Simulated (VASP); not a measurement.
These are HSE06 screened hybrid, VASP's PBE PAW potentials (set 64) (plane waves; VASP) values and carry that method's errors.

Input for VASP

File KPOINTS:
```
Automatic
0
Gamma
 3 3 3
0 0 0
```

File POSCAR:
```
SiC
1
    3.0756900000     0.0000000000     0.0000000000
   -1.5378450000     2.6636260000     0.0000000000
    0.0000000000     0.0000000000    10.0706500000
Si C
4 4
Direct
  0.6666670000   0.3333330000   0.9378400000
  0.3333330000   0.6666670000   0.4378400000
  0.0000000000   0.0000000000   0.6878900000
  0.0000000000   0.0000000000   0.1878900000
  0.6666670000   0.3333330000   0.7498000000
  0.3333330000   0.6666670000   0.2498000000
  0.0000000000   0.0000000000   0.5004600000
  0.0000000000   0.0000000000   0.0004600000
```

**INCAR**
```
SYSTEM = SiC
PREC = Accurate
ENCUT = 400
EDIFF = 1E-6
NELM = 100
ALGO = Normal
LREAL = .FALSE.
LASPH = .TRUE.
ISMEAR = 0
SIGMA = 0.01
GGA = PE
HFSCREEN = 0.2
AEXX = 0.25
LHFCALC = .TRUE.
PRECFOCK = Fast
ISYM = 3
LWAVE = .FALSE.
LCHARG = .FALSE.
ISIF = 2
```

POTCAR, in this order: Si C (PBE.64 set). Program: vasp_std.

Output of the run:

File OSZICAR:
```
       N       E                     dE             d eps       ncg     rms          rms(c)
DAV:   1    -0.540241687107E+03   -0.54024E+03   -0.12570E+04   252   0.111E+03
DAV:   2    -0.674618355002E+03   -0.13438E+03   -0.12453E+03   359   0.200E+02
DAV:   3    -0.680722460938E+03   -0.61041E+01   -0.60711E+01   312   0.453E+01
DAV:   4    -0.680823965627E+03   -0.10150E+00   -0.10138E+00   310   0.642E+00
DAV:   5    -0.787436965411E+02    0.60208E+03   -0.62815E+00   262   0.151E+01    0.216E+01
DAV:   6    -0.686338304439E+02    0.10110E+02   -0.23130E+01   287   0.250E+01    0.116E+01
DAV:   7    -0.689520855446E+02   -0.31826E+00   -0.67460E+00   282   0.129E+01    0.634E+00
DAV:   8    -0.690400906370E+02   -0.88005E-01   -0.27238E-01   305   0.271E+00    0.360E+00
DAV:   9    -0.689787791852E+02    0.61311E-01   -0.61989E-02   282   0.143E+00    0.197E+00
DAV:  10    -0.689693489065E+02    0.94303E-02   -0.31917E-02   292   0.987E-01    0.109E+00
DAV:  11    -0.689679005258E+02    0.14484E-02   -0.36077E-03   295   0.365E-01    0.628E-01
DAV:  12    -0.689671682150E+02    0.73231E-03   -0.53328E-04   303   0.155E-01    0.361E-01
DAV:  13    -0.689669866350E+02    0.18158E-03   -0.28242E-04   287   0.107E-01    0.202E-01
DAV:  14    -0.689669642569E+02    0.22378E-04   -0.80394E-05   298   0.592E-02    0.112E-01
DAV:  15    -0.689669662642E+02   -0.20073E-05   -0.20594E-05   287   0.338E-02    0.631E-02
DAV:  16    -0.689669708049E+02   -0.45408E-05   -0.76537E-06   287   0.215E-02    0.361E-02
DAV:  17    -0.689669741286E+02   -0.33237E-05   -0.28388E-06   210   0.137E-02    0.212E-02
DAV:  18    -0.689669758717E+02   -0.17431E-05   -0.14312E-06   181   0.994E-03    0.125E-02
DAV:  19    -0.689669766942E+02   -0.82254E-06   -0.53915E-07   156   0.602E-03
   1 F= -.68966977E+02 E0= -.68966977E+02  d E =-.302330E-51
```

OUTCAR:
```
------------------------ aborting loop because EDIFF is reached ----------------------------------------
  FORCE on cell =-STRESS in cart. coord.  units (eV):
  Direction    XX          YY          ZZ          XY          YZ          ZX
  --------------------------------------------------------------------------------------
  Total       -0.0610442     -0.0610442     -2.3509413      0.0000000     -0.0000000      0.0000000
  in kB       -1.1854449     -1.1854452    -45.6540231      0.0000000     -0.0000000      0.0000000
  external PRESSURE =     -16.0083044 kB  Pullay stress =       0.0000000 kB
  volume of cell :       82.50
      direct lattice vectors                 reciprocal lattice vectors
     3.075690000  0.000000000  0.000000000     0.325130296  0.187714041  0.000000000
    -1.537845000  2.663626000  0.000000000     0.000000000  0.375428082  0.000000000
     0.000000000  0.000000000 10.070650000     0.000000000  0.000000000  0.099298456
  FREE ENERGIE OF THE ION-ELECTRON SYSTEM (eV)
  ---------------------------------------------------
  free  energy   TOTEN  =       -68.9669766942 eV

  energy  without entropy=      -68.9669766942  energy(sigma->0) =      -68.96697669

  exchange ACFDT corr.  =         0.00000000  see jH, gK, PRB 81, 115126
```
(Selected blocks of OUTCAR.)

At this cut-off the stress carries a Pulay error, which pulls relaxed volumes low.

The structure comes from a computed database's SiC entry; how it stands against other phases isn't given here. The cell was not relaxed at this level. The k-mesh is coarse (spacing up to 0.79 per Å, 2π included), so the numbers may not be converged in it. The run is one of a series of settings (AEXX = 0.25, GGA = PE, HFSCREEN = 0.2, ISYM = 3, LHFCALC = .TRUE., PRECFOCK = Fast, KPOINTS 3×3×3 Γ-centred mesh, POTCAR Si C (PBE.64 set) against the base run), some of them coarse on purpose.
